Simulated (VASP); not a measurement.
Given:

```yaml
crystal:
  lattice:
    - [0.00000, 2.20331, 2.20331]
    - [2.20331, 0.00000, 2.20331]
    - [8.84435, 8.84435, -0.03112]
  atoms:
    - { symbol: Nb, position: [0.00015, 0.00015, 0.99989] }
    - { symbol: Nb, position: [0.00000, 0.00000, 0.25000] }
    - { symbol: Nb, position: [0.99985, 0.99985, 0.50011] }
    - { symbol: Nb, position: [0.00000, 0.00000, 0.75000] }
    - { symbol: N, position: [0.49692, 0.49692, 0.12731] }
    - { symbol: N, position: [0.50308, 0.50308, 0.37269] }
    - { symbol: C, position: [0.50277, 0.50277, 0.62292] }
    - { symbol: C, position: [0.49723, 0.49723, 0.87708] }
```

The numbers are results of PBEsol GGA, VASP's PBE PAW potentials (set 64) (plane waves; VASP 6.6.1), not measurements. Run with 520 eV cut-off, 13×13×4 Γ-centred mesh, tetrahedra with Blöchl corrections, potentials Nb_sv N C.

The cores are frozen, which limits the accuracy of field gradients.

Task: Give the principal components of the electric field gradient (V/Å²) and the asymmetry η at each nucleus.

Result: 
```csv
atom,Vxx,Vyy,Vzz,η
Nb1,-1.2,-1.2,2.5,0.00
Nb2,-0.7,-0.7,1.3,0.00
Nb3,-1.2,-1.2,2.5,0.00
Nb4,-1.9,-1.9,3.9,0.00
N5,-0.3,-0.3,0.5,0.00
N6,-0.3,-0.3,0.5,0.00
C7,-0.1,-0.1,0.2,-
C8,-0.1,-0.1,0.2,-
```

The structure was generated: Nb4C2N2 was put into an ordered model structure (R-3m), which need not be its known phase. It was relaxed first.
